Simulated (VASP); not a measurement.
Wanted: the native input for a VASP 6.6.1 run.

* Task: relaxation of the atoms
* Functional: PBE
* Potentials or basis: VASP PAW PBE potentials, release 54 (Mg, Cl, O)
* Cutoff: 520 eV
* k mesh: 6 × 6 × 6
* Occupations: gaussian, width 0.05 eV
* Spin: no spin polarisation
* Atoms held fixed (from 0): [0]
* Further INCAR settings: ALGO = Normal; EDIFF = 1e-06; IBRION = 2; EDIFFG = -0.02; NSW = 40

The structure of Mg3Cl2O lies in POSCAR:

```
Mg3Cl2O
1.0
    2.8356717700      1.6371758600      4.0981974200
   -2.8356717700      1.6371758600      4.0981974200
    0.0000000000     -3.2743517200      4.0981974200
Mg Cl O
3 2 1
Selective dynamics
Direct
    0.0000000000      0.5000000000      0.0000000000  F F F
    0.5000000000      0.0000000000      0.0000000000  T T T
    0.0000000000      0.0000000000      0.5000000000  T T T
    0.6300789700      0.6300789700      0.6300789700  T T T
    0.3699210300      0.3699210300      0.3699210300  T T T
    0.0000000000      0.0000000000      0.0000000000  T T T
```

The cell was built by a generator and needn't be a form met in nature.

One way to write it, as run:

INCAR

```
SYSTEM = Mg3Cl2O
PREC = Accurate ; ENCUT = 520
EDIFF = 1E-6 ; ISMEAR = 0
SIGMA = 0.05 ; LREAL = .FALSE.
LASPH = .TRUE. ; NELM = 100
ALGO = Normal ; ISIF = 2
LWAVE = .FALSE. ; LCHARG = .FALSE.
GGA = PE ; IBRION = 2
NSW = 40 ; EDIFFG = -0.02
```

KPOINTS

```
Automatic mesh
0
G
  6 6 6
  0 0 0
```

Potentials or basis: VASP PAW PBE potentials, release 54 (Mg, Cl, O).

Run with:

```bash
$ cat potpaw_PBE.54/Mg/POTCAR potpaw_PBE.54/Cl/POTCAR potpaw_PBE.54/O/POTCAR > POTCAR
$ mpirun -np 1 vasp_std > vasp.out
```

Results of the run:

```
Energy gained by relaxing : 10.0 meV/atom
Ionic steps               : 6
Pressure after relaxing   : -2.6 GPa
Band gap on the k mesh    : none (metal or under the smearing width)
```

Wall time 120 s on 1 thread of Intel(R) Xeon(R) 6975P-C (Granite Rapids), on a shared host, peak memory 0.28 GiB.
